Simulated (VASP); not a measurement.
# NiO: zone-centre modes, functional by functional, part 3 of 3

Aim: the vibrations of NiO at the zone centre, at several levels of theory. The starting structure is a measured crystal structure from the Crystallography Open Database. These runs hold a net moment, 2.0 μB a cell; experiment finds antiferromagnetic order in this phase at low temperature (arxiv:1210.6675), so these aren't the modes of its ground state.

VASP 6.6.1.

Results so far: LDA+U (Ni d 6.2 eV) T1u 359.5 cm⁻¹; LDA+U (Ni d 6.2 eV) at the measured cell T1u 281.4 cm⁻¹; PBEsol+U (Ni d 6.2 eV) T1u 348.0 cm⁻¹; PBE+U (Ni d 6.2 eV) T1u 323.1 cm⁻¹; PBEsol + D3(BJ)+U (Ni d 6.2 eV) T1u 351.2 cm⁻¹; r2SCAN+U (Ni d 6.2 eV) T1u 371.7 cm⁻¹.

### 8. Modes with r2SCAN + rVV10+U (Ni d 6.2 eV) (continued)

Level of this step: r2SCAN with rVV10, DFT+U (Ni d 6.2 eV), spin-polarised from a ferromagnetic start; plane waves and PAW (Ni, O) (VASP).

OUTCAR, selected parts (step 8):

```text
  Total        0.0096988     -0.0018175     -0.0018175     -0.0000000      0.0000000      0.0000000
  in kB        0.8714762     -0.1633136     -0.1633136     -0.0000000      0.0000000      0.0000000
  external PRESSURE =       0.1816163 kB  Pullay stress =       0.0000000 kB

 POSITION                                       TOTAL-FORCE (eV/Angst)
 -----------------------------------------------------------------------------------
      0.00000      0.00000      0.00000        -0.098997      0.000000      0.000000
      2.05855      2.07355      2.07355         0.098997      0.000000      0.000000
 -----------------------------------------------------------------------------------
    total drift:                                0.000861     -0.000004     -0.000004

  FREE ENERGIE OF THE ION-ELECTRON SYSTEM (eV)
  ---------------------------------------------------
  free  energy   TOTEN  =       -18.6691353679 eV

  energy  without entropy=      -18.6691353679  energy(sigma->0) =      -18.66913537

 magnetization (x)
# of ion       s       p       d       tot
------------------------------------------
    1        0.014   0.014   1.853   1.882
    2        0.016   0.116   0.000   0.131
--------------------------------------------------
tot          0.030   0.130   1.853   2.013

[... 1 part as in an earlier step ...]

[... 2 further parts left out ...]
[key lines of the parts left out:]
E-fermi :   6.9605
```

With r2SCAN + rVV10+U (Ni d 6.2 eV) the mode is T1u 381.4 cm⁻¹, +21.9 cm⁻¹ from LDA+U (Ni d 6.2 eV).

### 9. Modes with HSE06+U (Ni d 6.2 eV) (not reached)

HSE06 mixes in a quarter of exact exchange at short range, at far higher cost; in semiconductors this cures much of the gap error, while metals seldom gain. Exact exchange already acts on the same shell, so U on top may overcorrect it. Its starting orbitals come from a semilocal run on the same mesh, not shown. The run named in the heading was never made; what follows is the relaxation that should come before it.

Input file INCAR:

```
SYSTEM = NiO
PREC = Accurate
ENCUT = 520
EDIFF = 1E-07
NELM = 100
ISMEAR = 0
SIGMA = 0.03
LREAL = .FALSE.
ALGO = Normal
LHFCALC = .TRUE.
AEXX = 0.25
GGA = PE
HFSCREEN = 0.2
LASPH = .TRUE.
NBANDS = 15
ISPIN = 2
MAGMOM = 1 0
LDAU = .TRUE.
LDAUTYPE = 2
LDAUL = 2 -1
LDAUU = 6.2 0
LDAUJ = 0 0
LDAUPRINT = 1
LMAXMIX = 4
PRECFOCK = Fast
LORBIT = 11
LWAVE = .FALSE.
LCHARG = .FALSE.
KPAR = 2
IBRION = 2
NSW = 50
ISIF = 3
EDIFFG = -0.002
```

Input file POSCAR:

```
NiO
1.0
    0.0000000000      2.0885500000      2.0885500000
    2.0885500000      0.0000000000      2.0885500000
    2.0885500000      2.0885500000      0.0000000000
Ni O
1 1
Direct
    0.0000000000      0.0000000000      0.0000000000
    0.5000000000      0.5000000000      0.5000000000
```

Input file KPOINTS:

```
Automatic mesh
0
Gamma
6 6 6
0 0 0
```

Potentials, in the order of the species: Ni and O (PBE family, release 64).

The run is started by

```bash
mpirun -np 2 vasp_std
```

The program printed:

```text
[banner, memory and clock lines left out]
running    2 mpi-ranks, on    1 nodes
[...]
LDA part: xc-table for (Slater+PW92), standard interpolation
 found WAVECAR, reading the header
 POSCAR, INCAR and KPOINTS ok, starting setup
[...]
reading WAVECAR
 the WAVECAR file was read successfully
 initial charge from wavefunction
 entering main loop
       N       E                     dE             d eps       ncg     rms          rms(c)
DAV:   1    -0.154044461936E+02   -0.15404E+02   -0.78635E-01  1108   0.270E+01    0.263E+00
DAV:   2    -0.154153136052E+02   -0.10867E-01   -0.16414E-01  1204   0.595E+00    0.203E+00
DAV:   3    -0.154170365326E+02   -0.17229E-02   -0.31754E-02  1058   0.203E+00    0.113E+00
DAV:   4    -0.154176416994E+02   -0.60517E-03   -0.20812E-03  1148   0.780E-01    0.637E-01
[...]
DAV:  12    -0.154174925484E+02   -0.13342E-06   -0.90191E-08   837   0.688E-03    0.102E-02
DAV:  13    -0.154174927621E+02   -0.21371E-06   -0.11123E-07   760   0.489E-03    0.604E-03
[...]
hard stop encountered!  aborting job ...
|                                                                             |
|           W    W    AA    RRRRR   N    N  II  N    N   GGGG   !!!           |
|           W    W   A  A   R    R  NN   N  II  NN   N  G    G  !!!           |
|           W    W  A    A  R    R  N N  N  II  N N  N  G       !!!           |
|           W WW W  AAAAAA  RRRRR   N  N N  II  N  N N  G  GGG   !            |
|           WW  WW  A    A  R   R   N   NN  II  N   NN  G    G                |
|           W    W  A    A  R    R  N    N  II  N    N   GGGG   !!!           |
|                                                                             |
|     The electronic self-consistency was not achieved in the given           |
|     number of steps (NELM). The forces and other quantities evaluated       |
|     might not be reliable so examine the results carefully. If you find     |
|     spurious results, we suggest increasing NELM, if you were close to      |
|     convergence or switching to a different ALGO or adjusting the           |
|     density mixing parameters otherwise.                                    |
|                                                                             |

 soft stop encountered!  aborting job ...
```

It took 21 min on 2 MPI ranks of Intel Xeon Platinum 8488C (Sapphire Rapids), shared host.

The run was stopped at its time limit.

### 10. Comparison

| run | ended | T1u | core minutes |
| --- | --- | --- | --- |
| LDA+U (Ni d 6.2 eV) | converged | 359.5 | 1.17 |
| LDA+U (Ni d 6.2 eV) at the measured cell | converged | 281.4 | 1.77 |
| PBEsol+U (Ni d 6.2 eV) | converged | 348.0 | 1.93 |
| PBE+U (Ni d 6.2 eV) | converged | 323.1 | 2.1 |
| PBEsol + D3(BJ)+U (Ni d 6.2 eV) | converged | 351.2 | 2.23 |
| r2SCAN+U (Ni d 6.2 eV) | converged | 371.7 | 6.84 |
| r2SCAN + rVV10+U (Ni d 6.2 eV) | converged | 381.4 | 12.6 |
| HSE06+U (Ni d 6.2 eV) | cut off by time | - | 42.0 |

Modes are in cm⁻¹, degenerate ones as one, matched between runs by symmetry and order. A number in brackets counts the listed modes of one symmetry from the lowest. The symmetry labels come from an automatic analysis and can be wrong where levels nearly coincide. Core minutes are wall time times ranks of the run shown, on a shared host.

### 11. Summary of results

| Property | Result |
| --- | --- |
| T1u, LDA+U (Ni d 6.2 eV) | 359.5 cm⁻¹ |
| T1u, LDA+U (Ni d 6.2 eV) at the measured cell | 281.4 cm⁻¹ |
| T1u, PBEsol+U (Ni d 6.2 eV) | 348.0 cm⁻¹ |
| T1u, PBE+U (Ni d 6.2 eV) | 323.1 cm⁻¹ |
| T1u, PBEsol + D3(BJ)+U (Ni d 6.2 eV) | 351.2 cm⁻¹ |
| T1u, r2SCAN+U (Ni d 6.2 eV) | 371.7 cm⁻¹ |
| T1u, r2SCAN + rVV10+U (Ni d 6.2 eV) | 381.4 cm⁻¹ |

In words: On the cells relaxed at each level, the T1u mode of NiO lies between 323 cm⁻¹ (PBE+U (Ni d 6.2 eV)) and 381 cm⁻¹ (r2SCAN + rVV10+U (Ni d 6.2 eV)). Taking the measured cell, +8.9 % in volume, instead of the one relaxed with LDA+U (Ni d 6.2 eV) moves T1u by -78.1 cm⁻¹. Experiment finds antiferromagnetic order in this phase at low temperature (arxiv:1210.6675); these runs are ferromagnetic, which can change the modes and the gap. The translations, which should lie at zero, come out at up to 4.9 cm⁻¹ with r2SCAN+U (Ni d 6.2 eV) and 3.9 cm⁻¹ with r2SCAN + rVV10+U (Ni d 6.2 eV); the modes of such a run are uncertain by as much or more. The frequencies are harmonic, and the splitting of polar modes by their long-range field is left out. No result to use came from HSE06+U (Ni d 6.2 eV). Further runs on this material are not shown.

[Lines on the potential files, build, host, timing and source positions are cut from VASP's logs without a mark.]

[Logs are printed without paths, hosts, clocks, repeated set-up lines and the standing remarks that a program may print on its own settings, such as how far it seeks lower states.]

[Hosts, paths, dates, database ids (printed as entryN), source tags and the programs' standing remarks are cut or masked in the printed files.]
